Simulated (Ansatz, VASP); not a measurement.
# CdBr2: VASP beside Ansatz

```
CELL_PARAMETERS angstrom
1.97500 1.14027 6.22333
-1.97500 1.14027 6.22333
0.00000 -2.28053 6.22333
ATOMIC_POSITIONS crystal
Cd 0.00000 0.00000 0.00000
Br 0.25000 0.25000 0.25000
Br 0.75000 0.75000 0.75000
```

Alike in both runs: task single point; functional LDA; k mesh 9 × 9 × 9; occupations gaussian, width 0.05 eV; no spin polarisation.

```csv
,VASP,Ansatz
version,VASP 6.6.1,Ansatz 0.2.0
potentials or method,"VASP PAW LDA potentials, release 64 (Cd, Br)","scalar-relativistic, plane waves, PAW"
plane-wave cutoff (eV),520,420
valence electrons in the cell,26,34
```

|  | VASP | Ansatz | Ansatz less VASP |
| --- | --- | --- | --- |
| gap on the k mesh at the Fermi level (eV) | 2.58 | 2.56 | -0.019 |
| least direct gap on the mesh (eV) | 2.76 | 2.74 | -0.023 |
| pressure (GPa) | -1.0 | -1.4 | -0.34 |
| rms of the force components (eV/Å) | 0.052 | 0.076 | +0.0239 |

Atom by atom the forces differ by 0.024 eV/Å (rms over components). The two sets of potentials don't hold the same shells in valence.

Caveats: an odd mesh through Γ misses points on the zone boundary, where band edges often lie; the cell's inner coordinates are idealised or old, which leaves forces on the atoms. LDA gaps usually lie below the measured ones, often by a third to a half.
